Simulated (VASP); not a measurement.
Level of theory: vdW-DF-cx, VASP's PBE PAW potentials (set 64) (plane waves; VASP).

VASP ran on this input.

**INCAR**
```
SYSTEM = MoTe2
PREC = Accurate; ENCUT = 520; LREAL = F
LASPH = T; ICHARG = 11
EDIFF = 1E-7; NELM = 100; ALGO = Normal
LMAXMIX = 4
ISMEAR = 0; SIGMA = 0.05
GGA = CX; LUSE_VDW = T; AGGAC = 0.0
LWAVE = F; LCHARG = F; LORBIT = 11
```

### KPOINTS
```
k-points along high-symmetry lines
10
Line-mode
Reciprocal
  0.000000   0.000000   0.000000 ! GAMMA
  0.000000   0.500000   0.000000 ! M

  0.000000   0.500000   0.000000 ! M
 -0.333333   0.666667   0.000000 ! K

 -0.333333   0.666667   0.000000 ! K
  0.000000   0.000000   0.000000 ! GAMMA

  0.000000   0.000000   0.000000 ! GAMMA
  0.000000   0.000000   0.500000 ! A

  0.000000   0.000000   0.500000 ! A
  0.000000   0.500000   0.500000 ! L

  0.000000   0.500000   0.500000 ! L
 -0.333333   0.666667   0.500000 ! H

 -0.333333   0.666667   0.500000 ! H
  0.000000   0.000000   0.500000 ! A

  0.000000   0.500000   0.500000 ! L
  0.000000   0.500000   0.000000 ! M

 -0.333333   0.666667   0.500000 ! H
 -0.333333   0.666667   0.000000 ! K
```

File POSCAR:
```
MoTe2
3.5085330
  0.5000000714  -0.8660254086   0.0000000000
  0.5000000714   0.8660254086   0.0000000000
  0.0000000000   0.0000000000   3.9611470033
Te Mo
4 2
Direct
  0.3333330000   0.6666670000   0.8806338004
  0.6666670000   0.3333330000   0.3806338004
  0.6666670000   0.3333330000   0.1193661996
  0.3333330000   0.6666670000   0.6193661996
  0.3333330000   0.6666670000   0.2500000000
  0.6666670000   0.3333330000   0.7500000000
```

POTCAR, in this order: Te Mo_sv (PBE.64 set). Program: vasp_std. Read from the step before: CHGCAR.

The run wrote:

### OSZICAR
```
       N       E                     dE             d eps       ncg     rms          rms(c)
DAV:   1     0.421932465642E+03    0.42193E+03   -0.27501E+04  6532   0.150E+03
DAV:   2     0.285669605870E+00   -0.42165E+03   -0.41272E+03  7020   0.349E+02
DAV:   3    -0.227694676293E+02   -0.23055E+02   -0.22519E+02  7194   0.679E+01
DAV:   4    -0.234130402293E+02   -0.64357E+00   -0.64118E+00  6740   0.110E+01
DAV:   5    -0.234337795414E+02   -0.20739E-01   -0.20727E-01  7403   0.198E+00
DAV:   6    -0.234341965645E+02   -0.41702E-03   -0.41690E-03  6801   0.282E-01
DAV:   7    -0.234342114826E+02   -0.14918E-04   -0.14916E-04  7421   0.487E-02
DAV:   8    -0.234342120199E+02   -0.53728E-06   -0.53695E-06  6535   0.859E-03
DAV:   9    -0.234342120445E+02   -0.24640E-07   -0.25437E-07  4959   0.174E-03
   1 F= -.23434212E+02 E0= -.23434212E+02  d E =-.149643E-14
```

File OUTCAR:
```
 val. band max:        8.1881363418   @ k =  -0.0000   0.0000   0.0000

 cond. band min:       8.8584456773   @ k =  -0.1852   0.3704   0.0000



 k-point     1 :       0.0000    0.0000    0.0000
  band No.  band energies     occupation
      1     -52.5543      2.00000
      2     -52.5542      2.00000
      3     -26.7598      2.00000
      4     -26.7597      2.00000
      5     -26.6197      2.00000
      6     -26.6197      2.00000
      7     -26.6197      2.00000
      8     -26.6197      2.00000
      9      -4.8946      2.00000
     10      -4.5295      2.00000
     11      -4.0722      2.00000
     12      -3.5097      2.00000
     13       2.2370      2.00000
     14       3.6386      2.00000
     15       4.9640      2.00000
     16       6.3925      2.00000
     17       6.3925      2.00000
     18       6.4100      2.00000
     19       6.4100      2.00000
     20       7.0804      2.00000
     21       7.1709      2.00000
     22       7.1710      2.00000
     23       7.2106      2.00000
     24       7.2107      2.00000
     25       7.9158      2.00000
     26       8.1881      2.00000
     27      11.0917      0.00000
     28      11.0936      0.00000
     29      11.2417      0.00000
     30      11.2506      0.00000
     31      11.2984      0.00000

 k-point     2 :       0.0000    0.0556    0.0000
  band No.  band energies     occupation
      1     -52.5539      2.00000
      2     -52.5539      2.00000
      3     -26.7589      2.00000
      4     -26.7588      2.00000
      5     -26.6238      2.00000
      6     -26.6238      2.00000
      7     -26.6206      2.00000
      8     -26.6206      2.00000
      9      -4.8503      2.00000
     10      -4.4858      2.00000
     11      -4.0389      2.00000
     12      -3.4810      2.00000
     13       2.2869      2.00000
     14       3.6864      2.00000
     15       4.9442      2.00000
     16       6.2913      2.00000
     17       6.3137      2.00000
     18       6.4274      2.00000
...
```

The density is held fixed in this step, so its total energy and stress have no physical meaning. Unless said otherwise, spin-orbit coupling is left out, though it shifts the bands of the heavy elements here.

The compound is MoTe2 in the 2H layered structure. It was relaxed first.
